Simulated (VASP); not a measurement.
Input:

```
Ta
1.0
   -1.65257     1.65257     1.64431
    1.65257    -1.65257     1.64431
    1.65257     1.65257    -1.64431
Ta
1
Direct
  0.00000   0.00000   0.00000
```

Calculation: r2SCAN meta-GGA, VASP's PBE PAW potentials (set 64) (plane waves; VASP 6.6.1). Settings: 480 eV cut-off, 14×14×14 Γ-centred mesh, first-order Methfessel-Paxton smearing of 0.10 eV, potentials Ta_pv.

Unless said otherwise, spin-orbit coupling is left out, though it shifts the bands of the heavy elements here.

Question: Estimate the energy per atom (σ→0), pressure, band gap (on the k-mesh) with the smallest direct gap where there is one.

Answer: 
The band gap (on the k-mesh) comes out as none (metal, semimetal or under 0.01 eV) and the energy per atom (σ→0) is -4687.9 kJ/mol-atom. The pressure is 11.7 kbar.

Only differences to runs with the same potentials and settings are physical.

The compound is Ta in the bcc structure. This cell was strained or had an atom moved on purpose.
